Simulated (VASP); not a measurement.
OSZICAR of a VASP run on Re (hcp):

### OSZICAR
```
       N       E                     dE             d eps       ncg     rms          rms(c)
DAV:   1    -0.480571824804E+02   -0.48057E+02   -0.73374E+03  4703   0.166E+03
DAV:   2    -0.986492973982E+02   -0.50592E+02   -0.42865E+02  4121   0.323E+02
DAV:   3    -0.105705123351E+03   -0.70558E+01   -0.56909E+01  4407   0.282E+02
DAV:   4    -0.106108979393E+03   -0.40386E+00   -0.35669E+00  4842   0.300E+01
DAV:   5    -0.106123167471E+03   -0.14188E-01   -0.13336E-01  4612   0.368E+00    0.357E+01
DAV:   6    -0.105222305563E+03    0.90086E+00   -0.34564E-01  4921   0.115E+01    0.193E+01
DAV:   7    -0.103901693905E+03    0.13206E+01   -0.30580E+00  4764   0.541E+01    0.940E+00
DAV:   8    -0.104907956518E+03   -0.10063E+01   -0.11952E+00  4828   0.290E+01    0.164E+00
DAV:   9    -0.104908647769E+03   -0.69125E-03   -0.12481E-02  4684   0.241E+00    0.818E-01
DAV:  10    -0.104890669651E+03    0.17978E-01   -0.10219E-02  5097   0.203E+00    0.118E+00
DAV:  11    -0.104905053663E+03   -0.14384E-01   -0.34777E-03  4864   0.206E+00    0.354E-02
DAV:  12    -0.104905135113E+03   -0.81450E-04   -0.76458E-05  4979   0.226E-01    0.101E-01
DAV:  13    -0.104905167516E+03   -0.32403E-04   -0.20006E-05  4373   0.189E-01    0.383E-02
DAV:  14    -0.104905203977E+03   -0.36462E-04   -0.15848E-05  4206   0.704E-02    0.711E-03
DAV:  15    -0.104905209195E+03   -0.52181E-05   -0.86360E-07  2067   0.185E-02    0.594E-03
DAV:  16    -0.104905209267E+03   -0.71412E-07   -0.28580E-07  1983   0.339E-02
   1 F= -.10490521E+03 E0= -.10490546E+03  d E =-.104905E+03
       N       E                     dE             d eps       ncg     rms          rms(c)
DAV:   1    -0.104905897351E+03   -0.68816E-03   -0.21536E-01  3936   0.235E+01    0.850E-01
DAV:   2    -0.104904654528E+03    0.12428E-02   -0.19576E-03  4744   0.893E-01    0.352E-01
DAV:   3    -0.104904430450E+03    0.22408E-03   -0.69139E-04  5040   0.674E-01    0.375E-02
DAV:   4    -0.104904469854E+03   -0.39404E-04   -0.74935E-05  5129   0.136E-01    0.254E-02
DAV:   5    -0.104904479656E+03   -0.98020E-05   -0.15327E-05  4159   0.915E-02    0.784E-03
DAV:   6    -0.104904487791E+03   -0.81347E-05   -0.16238E-06  1933   0.395E-02    0.329E-03
DAV:   7    -0.104904489087E+03   -0.12964E-05   -0.26710E-06  2599   0.312E-02    0.573E-03
DAV:   8    -0.104904488998E+03    0.88899E-07   -0.48163E-07  1818   0.317E-02
   2 F= -.10490449E+03 E0= -.10490471E+03  d E =0.720268E-03
       N       E                     dE             d eps       ncg     rms          rms(c)
DAV:   1    -0.104906090744E+03   -0.16017E-02   -0.98493E-02  3941   0.155E+01    0.586E-01
DAV:   2    -0.104905486676E+03    0.60407E-03   -0.92918E-04  4679   0.612E-01    0.245E-01
DAV:   3    -0.104905366477E+03    0.12020E-03   -0.33181E-04  5036   0.468E-01    0.258E-02
DAV:   4    -0.104905388099E+03   -0.21622E-04   -0.33657E-05  4946   0.907E-02    0.176E-02
DAV:   5    -0.104905390753E+03   -0.26535E-05   -0.55807E-06  3305   0.628E-02    0.622E-03
DAV:   6    -0.104905395175E+03   -0.44223E-05   -0.82800E-07  1710   0.379E-02    0.217E-03
DAV:   7    -0.104905395963E+03   -0.78802E-06   -0.11793E-06  1929   0.225E-02
   3 F= -.10490540E+03 E0= -.10490564E+03  d E =-.186696E-03
       N       E                     dE             d eps       ncg     rms          rms(c)
DAV:   1    -0.104905573994E+03   -0.17882E-03   -0.56528E-02  3960   0.113E+01    0.385E-01
DAV:   2    -0.104905229192E+03    0.34480E-03   -0.57292E-04  4766   0.416E-01    0.171E-01
DAV:   3    -0.104905163700E+03    0.65492E-04   -0.16221E-04  4937   0.312E-01    0.202E-02
DAV:   4    -0.104905184876E+03   -0.21176E-04   -0.15038E-05  4267   0.634E-02    0.129E-02
DAV:   5    -0.104905182868E+03    0.20086E-05   -0.14460E-06  1757   0.471E-02    0.536E-03
DAV:   6    -0.104905185440E+03   -0.25719E-05   -0.51321E-07  1584   0.358E-02    0.261E-03
DAV:   7    -0.104905186260E+03   -0.82090E-06   -0.14258E-06  1744   0.191E-02
   4 F= -.10490519E+03 E0= -.10490540E+03  d E =0.209703E-03
       N       E                     dE             d eps       ncg     rms          rms(c)
DAV:   1    -0.104905624751E+03   -0.43931E-03   -0.29540E-02  3960   0.825E+00    0.276E-01
DAV:   2    -0.104905451870E+03    0.17288E-03   -0.29508E-04  4762   0.301E-01    0.122E-01
DAV:   3    -0.104905427217E+03    0.24653E-04   -0.81831E-05  4932   0.220E-01    0.140E-02
DAV:   4    -0.104905438039E+03   -0.10821E-04   -0.68653E-06  3492   0.481E-02    0.952E-03
DAV:   5    -0.104905438233E+03   -0.19466E-06   -0.82284E-07  1629   0.446E-02
   5 F= -.10490544E+03 E0= -.10490568E+03  d E =-.422700E-04
```

**Question.** Which electronic solver shows in the log?

**Answer.** It is blocked Davidson (ALGO = Normal, or the opening steps of other solvers). The INCAR had ALGO = Normal.

**Question.** Can the final energy be trusted as converged?

**Answer.** Self-consistency was reached. It stopped with EDIFF = 1E-6, NELM = 100, NSW = 60 and EDIFFG = -0.01 after 5 ionic steps (r2SCAN meta-GGA, plane waves, VASP's PBE PAW potentials (set 64)).

The compound is Re in the hcp structure. This run relaxes it. Symmetry was kept, so distortions that lower it aren't found.
